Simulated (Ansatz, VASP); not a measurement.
**Cross-check of In between VASP and Ansatz**

One calculation is typed for both programs; each brings its own data sets. How far apart do they land? The cell is taken from a series of runs on this material, whose earlier steps may have relaxed, scaled, displaced or heated it; both programs get it as it stands.

Method: plane waves, with VASP 6.6.1 beside it; relaxation of cell and atoms at PBEsol, in Ansatz 0.2.0.

### Step 1. Starting point

The structure is tetragonal, space group I4/mmm (No. 139). The conventional cell has a = 3.225 Å, b = 3.225 Å, c = 4.916 Å, α = 90.00°, β = 90.00°, γ = 90.00°. Nearest to In lie 12 In at 3.22 to 3.35 Å.

### Step 2. Ansatz: relaxation of cell and atoms, PBEsol

Ansatz runs on its default PAW (the set named soft_2) files.

The relaxed volume is the usual yardstick between codes: in a stiff, nearly cubic crystal its relative difference is about their pressure difference at one cell divided by the bulk modulus.

File input.yaml:

```yaml
crystal:
  lattice:
    - [-1.6123807613, 1.6123807613, 2.4579840203]
    - [1.6123807613, -1.6123807613, 2.4579840203]
    - [1.6123807613, 1.6123807613, -2.4579840203]
  atoms:
    - { symbol: In, position: [0.0, 0.0, 0.0] }
kpoints:
  mp_grid: { grid: [22, 22, 22] }
hamiltonian:
  xc: pbesol
scf:
  occupations: { method: fermi_dirac, width: 0.15 }
output:
  forces: true
  stress: true
  eigenvalues: true
relax:
  adjacent_minimum: "off"
  f_tol: 0.001
  max_steps: 60
  cell: { stress_tol: 0.01 }
```

On the command line:

```console
$ ansatz run input.yaml --threads 4 --pin off --max-ram 14336MiB --backend cpu --events-out ev --progress --plain --runs-dir out
```

Numbers of over 12 decimals in the logs are rounded to 6 here.

Output:

```text
Engine: ansatz 0.2.0, aarch64-unknown-linux-gnu
Pseudopotentials: kind: paw
Pseudopotential: In, paw, valence charge 13, recommended cutoff 420 eV (normal), In.paw.azcp
Functional definition: PBEsol
  exchange = pbesol_x
  correlation = pbesol_c
Crystal: 1 atoms, lattice volume = 25.561 Å³
Basis set: ecut = 420 eV, 517 PW (Γ), exchange–correlation on 48×48×48 points (8 copies of the dense FFT grid, shifted against one another)
Bands: 11, of which v1, the nominal top of the filled ones, is band 7 counted from 1 (6 counted from 0)
Symmetry: 16 space group operations
Space group: I4/mmm (ITA 139), of the structure as read, at distance tolerance 2.9e-5 Å
k-points: 834 of 10648
Non-local potential: In, projectors of the file, l = 0: 2, l = 1: 2, l = 2: 2, l = 3: 2
PAW form: soft (Blöchl's): semilocal exchange-correlation on the pseudo side does not see the compensation charge
PAW frozen core: In, regenerated for the run's functional, and the local potential with it (the file was generated under x = pbe(κ = 0.804, μ = 0.219515), c = pbe(β = 0.066725))
PAW one-centre angular grid: In, 590 points (default); XC on 64 Gauss nodes
Initial density: superposition of atomic densities (neutral atoms: chi_scale 0, normalization atom), corrected by the library's trained network
Initial wavefunctions: pseudopotential atomic-orbital guess
Functional: x = pbesol(κ = 0.804, μ = 0.123457), c = pbesol(β = 0.046)
SCF iter   1: F=—  HF=-5525.426222 eV  |F-HF|=—  |Δ(HF+E_count)|=         —  Δρ=3.19e-3  dr2=2.45e-3  ethr=1.77e-3  ⟨swp⟩=4.9  Hψ=53940  notcnv=0
preconditioner: auto → none  [metal: Δε(μ)=0.017 eV  Ē_g=19.725 eV  σ=0.150 eV  W_gap=0.03  n_scr=8 (ndim 8)  ℏωp=26.5 eV  f_vac=0.000  D(μ)=0.44/eV (n_scr^D=0)  sad-step TF]
SCF iter   2: F=—  HF=-5525.424569 eV  |F-HF|=—  |Δ(HF+E_count)|=   1.65e-3  Δρ=1.28e-3  dr2=5.13e-4  ethr=1.88e-5  ⟨swp⟩=1.9  Hψ=19399  notcnv=0
SCF iter   3: F=—  HF=-5525.424360 eV  |F-HF|=—  |Δ(HF+E_count)|=   2.10e-4  Δρ=3.52e-4  dr2=1.58e-5  ethr=3.94e-6  ⟨swp⟩=2.0  Hψ=14347  notcnv=0
SCF iter   4: F=—  HF=-5525.424355 eV  |F-HF|=—  |Δ(HF+E_count)|=   4.66e-6  Δρ=7.24e-5  dr2=1.19e-6  ethr=1.22e-7  ⟨swp⟩=2.0  Hψ=13941  notcnv=0
iter 5 did not close the SCF: its close was put off for the readings that it lacked (scf_convergence_deferred on its scf_iter line)
SCF iter   5: F=-5525.424355 eV  HF=-5525.424355 eV  |F-HF|=4.90e-10  |Δ(HF+E_count)|=   5.67e-7  Δρ=4.03e-6  dr2=5.61e-9  ethr=9.15e-9  ⟨swp⟩=2.0  Hψ=14206  notcnv=0
SCF iter   6: F=-5525.424355 eV  HF=-5525.424355 eV  |F-HF|=2.73e-12  |Δ(HF+E_count)|=   1.46e-9  Δρ=9.65e-7  dr2=1.31e-10  ethr=4.31e-11  ⟨swp⟩=3.2  Hψ=41969  notcnv=0
SCF 1 converged in 6 iterations: F = -5525.424355 eV  dr2 = 1.31e-10
  greatest PAW one-centre occupation: 0.982 electrons in one spin orbital (limit 2), on the In atom at site 0 (counted from 0), in its partial waves of l = 2
relax step   1: F+E_penalty+E_count = -5525.42435451 eV  Δ(F+E_penalty+E_count) = +0.000e0 eV  max|allowed force component| = 0.000e0 eV/Å  Δτ_max = 0.0000 Å  P = +0.077 GPa  Ω = 25.561 Å³  (6 SCF iters, dr2 threshold 1.00e-7 eV, accepted)
[...]
relax step   2: F+E_penalty+E_count = -5525.42435764 eV  Δ(F+E_penalty+E_count) = -3.129e-6 eV  max|allowed force component| = 0.000e0 eV/Å  Δτ_max = 0.0000 Å  P = +0.003 GPa  Ω = 25.603 Å³  energy of the carried Pulay correction = -1.031e-5 eV  (3 SCF iters, dr2 threshold 2.16e-8 eV, accepted)
[...]
relax step   3: F+E_penalty+E_count = -5525.42435891 eV  Δ(F+E_penalty+E_count) = -1.270e-6 eV  max|allowed force component| = 0.000e0 eV/Å  Δτ_max = 0.0000 Å  P = -0.009 GPa  Ω = 25.610 Å³  energy of the carried Pulay correction = -1.204e-5 eV  (3 SCF iters, dr2 threshold 1.78e-9 eV, accepted)
[...]
relax step   4: F+E_penalty+E_count = -5525.42436708 eV  Δ(F+E_penalty+E_count) = -8.172e-6 eV  max|allowed force component| = 0.000e0 eV/Å  Δτ_max = 0.0000 Å  P = -0.035 GPa  Ω = 25.625 Å³  energy of the carried Pulay correction = -1.572e-5 eV  (4 SCF iters, dr2 threshold 3.37e-9 eV, accepted)
[...]
relax step   5: F+E_penalty+E_count = -5525.42437515 eV  Δ(F+E_penalty+E_count) = -8.066e-6 eV  max|allowed force component| = 0.000e0 eV/Å  Δτ_max = 0.0000 Å  P = -0.028 GPa  Ω = 25.621 Å³  energy of the carried Pulay correction = -1.483e-5 eV  (3 SCF iters, dr2 threshold 6.32e-9 eV, accepted)
[...]
relax step   6: F+E_penalty+E_count = -5525.42438010 eV  Δ(F+E_penalty+E_count) = -4.952e-6 eV  max|allowed force component| = 0.000e0 eV/Å  Δτ_max = 0.0000 Å  P = -0.008 GPa  Ω = 25.609 Å³  energy of the carried Pulay correction = -1.210e-5 eV  (3 SCF iters, dr2 threshold 2.76e-9 eV, accepted)
[...]
relax step   7: F+E_penalty+E_count = -5525.42439225 eV  Δ(F+E_penalty+E_count) = -1.215e-5 eV  max|allowed force component| = 0.000e0 eV/Å  Δτ_max = 0.0000 Å  P = -0.008 GPa  Ω = 25.609 Å³  stress off target by 8.30e-3 GPa  SCF on the basis re-selected at this cell (its energy is not comparable with the rows above)  (5 SCF iters)
basis re-selected at this cell: Δ(F+E_penalty+E_count) = -1.215e-5 eV, ΔP = -0.000 GPa vs the last step (what re-selecting the basis moved, of the pressure what is left beyond the Pulay correction that the steps carried, after the strain that the cell walked since its last selection, with what the two solves' SCF thresholds leave and, on support functions, any second-order correction that the steps lacked; it is no measure of the basis error at this ecutwfc). This SCF's stress stands 8.30e-3 GPa from its target on what of the cell is left free (relax.cell.stress_tol is 1.00e-2 GPa) and its largest allowed force component is 0.00e0 eV/Å (relax.f_tol is 1.00e-3 eV/Å): [rest of the remark cut]
SCF converged after 5 iterations
Free energy (F): -5525.424392 eV
Harris-Foulkes:  -5525.424392 eV  (|F-HF|=0.00e0)
Internal energy: -5525.391488 eV  (E = F + TS)
E sigma→0 (E₀):  -5525.407940 eV
Entropy (-TS):   -0.032904 eV (-32.904 meV/atom)
Fermi energy:    10.391475 eV
--- Per-component energies (eV) ---
  E_band       = -21.193925
  E_kinetic    = 241.864380
  E_local      = -1062.922410  (includes V_loc(G=0)·N_el)
  E_nonlocal   = 367.382520
  E_hartree    = 415.842162
  E_xc         = -214.235502
  E_vxc        = -100.657519  (∫ρ·V_xc dr)
  E_paw        = -4081.368834  (= ΣΔE_a)
  E_vpaw       = -298.545240  (= ΣTr[D̂ρ^β])
  E_aug_tail   = 0.000025  (compensation charges beyond the density's cutoff)
  E_ewald      = -1192.189731
  E_core_change = 0.235902  (= ΣΔE_core)
  E_smearing   = -0.032904  (= −TS)
  E_closure    = 0.000000  (closes the sum)
  Σ components = -5525.424392   (vs F -5525.424392, Δ=0.00e0)
--- Forces (eV/Å), atoms counted from 1 ---
  atom   1  In    -0.00000000    -0.00000000     0.00000000
  max |Σ_I F_I| component: 2.00e-32 eV/Å
--- Stress (GPa, compression-positive) ---
       -0.008303       0.000000       0.000000
        0.000000      -0.008303       0.000000
        0.000000      -0.000000      -0.008270
  P = ⅓ Tr σ = -0.0083 GPa (-0.083 kbar)
--- Band table (eV; the first three rows and the last of 834) ---
  k-point 0: bands = [... 3 lower, -4.0536, -3.9591, 0.6780, 21.1000, 21.1000, 21.2612, 21.9903, 24.5204]
  k-point 1: bands = [... 3 lower, -4.0512, -3.9630, 0.7418, 20.6506, 20.8101, 20.8531, 21.6834, 25.0305]
  k-point 2: bands = [... 3 lower, -4.0462, -3.9732, 0.9340, 19.7174, 19.8845, 20.2518, 21.0623, 25.7252]
  k-point 833: bands = [... 3 lower, -3.8065, -3.8065, 7.5812, 7.6843, 15.0649, 15.0649, 18.5896, 18.5977]
--- Relaxed structure (6 steps of the walk, 6 accepted, 1 SCFs on fresh bases) ---
  F+E_penalty+E_count = -5525.42439225 eV   max|allowed force component| = 0.000e0 eV/Å   (the final SCF, on the basis selected at the relaxed cell)
  cell:  # Å, volume = 25.6090 Å³
    - [-1.619572, 1.619572, 2.440803]
    - [1.619572, -1.619572, 2.440803]
    - [1.619572, 1.619572, -2.440803]
  atoms:
    - { symbol: In, position: [0.0, 0.0, 0.0] }
```

Reading the cycles: dr2 is the Hartree energy of the density residual (eV), the measure of convergence; HF is the Harris–Foulkes estimate of the energy, which meets the free energy F at convergence.

### Step 3. VASP: relaxation of cell and atoms, PBEsol

The same cell, functional, mesh and smearing now go to VASP, with its own data sets.

Lines of VASP's logs that name or quote its potential files are left out, and so is its time.

File INCAR:

```
SYSTEM = In
PREC = Accurate
ENCUT = 500
EDIFF = 1E-07
NELM = 120
ISMEAR = -1
SIGMA = 0.15
LREAL = .FALSE.
ALGO = Normal
GGA = PS
NBANDS = 12
LORBIT = 11
LWAVE = .FALSE.
LCHARG = .FALSE.
ISIF = 3
IBRION = 2
NSW = 80
EDIFFG = -0.005
LASPH = .TRUE.
GGA_COMPAT = .FALSE.
NELMIN = 4
```

File POSCAR:

```
In
1.0
   -1.6123810000      1.6123810000      2.4579840000
    1.6123810000     -1.6123810000      2.4579840000
    1.6123810000      1.6123810000     -2.4579840000
In
1
Direct
    0.0000000000      0.0000000000      0.0000000000
```

File KPOINTS:

```
Automatic mesh
0
Gamma
22 22 22
0 0 0
```

Potentials, in the order of the species: In_d (PBE family, release 64).

On the command line:

```console
$ mpirun -np 1 vasp_std
```

Output:

```text
[banner, memory and clock lines left out]
running    1 mpi-ranks, on    1 nodes
 distrk:  each k-point on    1 cores,    1 groups
 distr:  one band on    1 cores,    1 groups

 POSCAR found type information on POSCAR In
 POSCAR found :  1 types and       1 ions
|                                                                             |
|               ----> ADVICE to this user running VASP <----                  |
|                                                                             |
|     You enforced a specific xc type in the INCAR file but a different       |
|     [... a line on the potential file left out ...]
|     I HOPE YOU KNOW WHAT YOU ARE DOING!                                     |
|                                                                             |

 LDA part: xc-table for (Slater+PW92), standard interpolation
 POSCAR, INCAR and KPOINTS ok, starting setup
 FFT: planning ... GRIDC
 FFT: planning ... GRID_SOFT
 FFT: planning ... GRID
 WAVECAR not read
 entering main loop
       N       E                     dE             d eps       ncg     rms          rms(c)
DAV:   1     0.768683394764E+02    0.76868E+02   -0.61301E+03 20360   0.134E+03
DAV:   2     0.629414687194E+00   -0.76239E+02   -0.74227E+02 20888   0.288E+02
DAV:   3    -0.296156511601E+01   -0.35910E+01   -0.35787E+01 23936   0.634E+01
DAV:   4    -0.304206896290E+01   -0.80504E-01   -0.80478E-01 25116   0.937E+00
DAV:   5    -0.304578102574E+01   -0.37121E-02   -0.37119E-02 27760   0.180E+00    0.240E+00
DAV:   6    -0.300844222001E+01    0.37339E-01   -0.60037E-02 25396   0.510E+00    0.114E+00
DAV:   7    -0.300144370076E+01    0.69985E-02   -0.15771E-02 26828   0.240E+00    0.291E-01
DAV:   8    -0.300077774719E+01    0.66595E-03   -0.90414E-04 26492   0.514E-01    0.253E-02
DAV:   9    -0.300077995401E+01   -0.22068E-05   -0.11402E-05 30228   0.431E-02    0.157E-02
DAV:  10    -0.300078068304E+01   -0.72902E-06   -0.91299E-07 24100   0.116E-02    0.626E-04
DAV:  11    -0.300078070384E+01   -0.20800E-07   -0.20150E-08 16580   0.238E-03
   1 F= -.30007807E+01 E0= -.29844094E+01  d E =-.300078E+01
 curvature:   0.00 expect dE= 0.000E+00 dE for cont linesearch  0.000E+00
 trial: gam= 0.00000 g(F)=  0.136E-61 g(S)=  0.830E-05 ort = 0.000E+00 (trialstep = 0.100E+01)
 search vector abs. value=  0.830E-05
 bond charge predicted
       N       E                     dE             d eps       ncg     rms          rms(c)
DAV:   1    -0.300093163967E+01   -0.15096E-03   -0.33130E-03 25420   0.117E+00    0.718E-02
DAV:   2    -0.300080912892E+01    0.12251E-03   -0.25456E-04 24528   0.338E-01    0.265E-02
DAV:   3    -0.300078974942E+01    0.19379E-04   -0.50577E-05 30088   0.149E-01    0.988E-03
DAV:   4    -0.300078782278E+01    0.19266E-05   -0.22153E-06 23452   0.198E-02    0.345E-03
DAV:   5    -0.300078746154E+01    0.36124E-06   -0.23279E-07 23620   0.661E-03    0.170E-03
DAV:   6    -0.300078739955E+01    0.61984E-07   -0.14853E-08 11424   0.167E-03
   2 F= -.30007874E+01 E0= -.29844013E+01  d E =-.669572E-05
 trial-energy change:   -0.000007  1 .order   -0.000006   -0.000008   -0.000003
 step:   1.2085(harm=  1.5202)  dis= 0.00000  next Energy=    -3.000788 (dE=-0.700E-05)
 reached required accuracy - stopping structural energy minimisation
```

Parts of OUTCAR (step 3):

```text
ion  position               nearest neighbor table
   1  0.000  0.000  0.000-

  LATTYP: Found a body centered tetragonal cell.
 ALAT       =     3.2247620000
 C/A-ratio  =     1.5244436644

 Subroutine GETGRP returns: Found 16 space group operations
 (whereof 16 operations were pure point group operations)

The static configuration has the point symmetry D_4h.

 Found    834 irreducible k-points:

   k-points           NKPTS =    834   k-points in BZ     NKDIM =    834   number of bands    NBANDS=     12

   dimension x,y,z NGX =    24 NGY =   24 NGZ =   24
   dimension x,y,z NGXF=    48 NGYF=   48 NGZF=   48

   ENCUT  =  500.0 eV  36.75 Ry    6.06 a.u.   6.11  6.11  6.11*2*pi/ulx,y,z

   NELECT =      13.0000    total number of electrons

 k-points in reciprocal lattice and weights: Automatic mesh
   0.00000000  0.00000000  0.00000000       0.000
   0.04545455 -0.00000000  0.00000000       0.001
   0.09090909 -0.00000000  0.00000000       0.001
   0.13636364  0.00000000 -0.00000000       0.001
   0.18181818  0.00000000  0.00000000       0.001
   0.22727273 -0.00000000  0.00000000       0.001
   0.27272727 -0.00000000  0.00000000       0.001
   0.31818182  0.00000000  0.00000000       0.001
   0.36363636  0.00000000  0.00000000       0.001
[...]
-0.45454545 -0.45454545  0.45454545       0.000
   0.50000000  0.50000000  0.50000000       0.000

 average (electrostatic) potential at core
       1 -93.4321

 E-fermi :   7.6066

 k-point     1 :       0.0000    0.0000    0.0000
  band No.  band energies     occupation
    ...
      2      -6.9194      2.00000
      3      -6.9194      2.00000
      4      -6.8330      2.00000
      5      -6.7208      2.00000
      6      -2.1107      2.00000
      7      18.3275      0.00000
      8      18.3275      0.00000
      9      18.5111      0.00000
     10      19.2455      0.00000
     11      21.7657      0.00000
    ...

 k-point     2 :       0.0455   -0.0000    0.0000
  band No.  band energies     occupation
    ...
      2      -6.9196      2.00000
      3      -6.9158      2.00000
      4      -6.8325      2.00000
      5      -6.7223      2.00000
      6      -2.0647      2.00000
      7      17.7104      0.00000
      8      18.2667      0.00000
      9      18.3350      0.00000
     10      19.1365      0.00000
     11      21.9630      0.00000
    ...

 k-point     3 :       0.0909   -0.0000    0.0000
  band No.  band energies     occupation
    ...
      2      -6.9207      2.00000
      3      -6.9058      2.00000
      4      -6.8297      2.00000
      5      -6.7262      2.00000
      6      -1.9260      2.00000
      7      16.2945      0.00000
      8      18.0008      0.00000
      9      18.1083      0.00000
     10      19.0845      0.00000
     11      22.0763      0.00000
    ...

  Total        0.0034288      0.0034288     -0.0048508      0.0000000      0.0000000      0.0000000
  in kB        0.2147180      0.2147180     -0.3037670      0.0000000      0.0000000      0.0000000
  external PRESSURE =       0.0418897 kB  Pullay stress =       0.0000000 kB

  energy-cutoff  :      500.00
  volume of cell :       25.58
      direct lattice vectors                 reciprocal lattice vectors
    -1.613100587  1.613100587  2.458095658     0.000000000  0.309962072  0.203409496
     1.613100587 -1.613100587  2.458095658     0.309962072  0.000000000  0.203409496
     1.613100587  1.613100587 -2.458095658     0.309962072  0.309962072  0.000000000

 POSITION                                       TOTAL-FORCE (eV/Angst)
 -----------------------------------------------------------------------------------
     -1.61310      1.61310      2.45810        -0.000000      0.000000     -0.000000
 -----------------------------------------------------------------------------------
    total drift:                               -0.000000     -0.000000      0.000000

  FREE ENERGIE OF THE ION-ELECTRON SYSTEM (eV)
  ---------------------------------------------------
  free  energy   TOTEN  =        -3.0007873996 eV

  energy  without entropy=       -2.9680152739  energy(sigma->0) =       -2.98440134

 reached required accuracy - stopping structural energy minimisation

 total charge
# of ion       s       p       d       tot
------------------------------------------
    1        0.993   0.506   9.851  11.351

[... 3 further parts left out ...]
```

CONTCAR:

```
In
   1.00000000000000
    -1.6131005865317602    1.6131005865317602    2.4580956578270512
     1.6131005865317602   -1.6131005865317602    2.4580956578270512
     1.6131005865317602    1.6131005865317602   -2.4580956578270512
  In
     1
Direct
     1.0000000000000000    0.0000000000000000    0.0000000000000000
```

The run keeps the 16 symmetry operations of its start, so it cannot find a distortion of lower symmetry.

### Step 4. Differences

Known differences besides the potentials themselves: the cutoff is 420 eV in Ansatz and 500 eV in VASP; Ansatz makes its cores anew for this functional, VASP keeps those of its PBE data sets; Ansatz adds a Pulay correction to the stress that steers its cell, VASP none. Total energies have different zeros and are not compared.

Both answers:

```tsv
quantity	Ansatz	VASP	difference
volume (Å³)	25.61	25.58	+0.09 %
edge a after relaxation, in the typed setting (Å)	3.347	3.354	-0.19 %
```

### Step 5. What came out

```json
{
 "difference in edge a after relaxation, in the typed setting (relaxation of cell and atoms, PBEsol)": "-0.19 %"
}
```

**Reading.** The difference in edge a after relaxation, in the typed setting is -0.19 % (relaxation of cell and atoms, PBEsol), within the 1.2 % picked in this series as the mark of a large difference, as far as the stopping tolerances let one tell. How closely two codes agree says nothing of how well the functional describes the real material.

[Lines on the potential files, build, host, timing and source positions are cut from VASP's logs without a mark.]

[Logs are printed without paths, hosts, clocks, repeated set-up lines and the standing remarks that a program may print on its own settings, such as how far it seeks lower states.]

[Hosts, paths, dates, database ids (printed as entryN), source tags and the programs' standing remarks are cut or masked in the printed files.]
